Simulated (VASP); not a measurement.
These are PBE GGA, VASP's PBE PAW potentials (set 64) (plane waves; VASP) values and carry that method's errors.

VASP ran on this input.

**INCAR**
```
# general
SYSTEM  = Au
PREC    = Accurate
ENCUT   = 300
LREAL   = .FALSE.
LASPH   = .TRUE.

# electronic loop
EDIFF   = 1E-6
NELM    = 100
ALGO    = Normal
LMAXMIX = 6

# smearing
ISMEAR  = -1
SIGMA   = 0.1

# functional
GGA     = PE

# ions
ISIF    = 2

# output
LWAVE   = .FALSE.
LCHARG  = .FALSE.
```

### POSCAR
```
Au
1
    0.0000000000     2.0502680000     2.0502680000
    2.0502680000     0.0000000000     2.0502680000
    2.0502680000     2.0502680000     0.0000000000
Au
1
Direct
  0.0000000000   0.0000000000   0.0000000000
```

**KPOINTS**
```
Automatic mesh
0
Gamma
18 18 18
0 0 0
```

POTCAR, in this order: Au (PBE.64 set). Program: vasp_std.

**Question.** What will the output report for the number of irreducible k-points (NKPTS), largest plane-wave count, number of space-group operations, FFT grid (NGX, NGY, NGZ)?

**Answer.** 
```json
{
  "number of irreducible k-points (NKPTS)": "195",
  "largest_plane_wave_count": "212",
  "number_of_space_group_operations": "48",
  "FFT grid (NGX, NGY, NGZ)": "16 × 16 × 16"
}
```

The structure comes from a computed database's Au entry; how it stands against other phases isn't given here. The cell was not relaxed at this level, and its volume differs by -5.9 % from the start's.
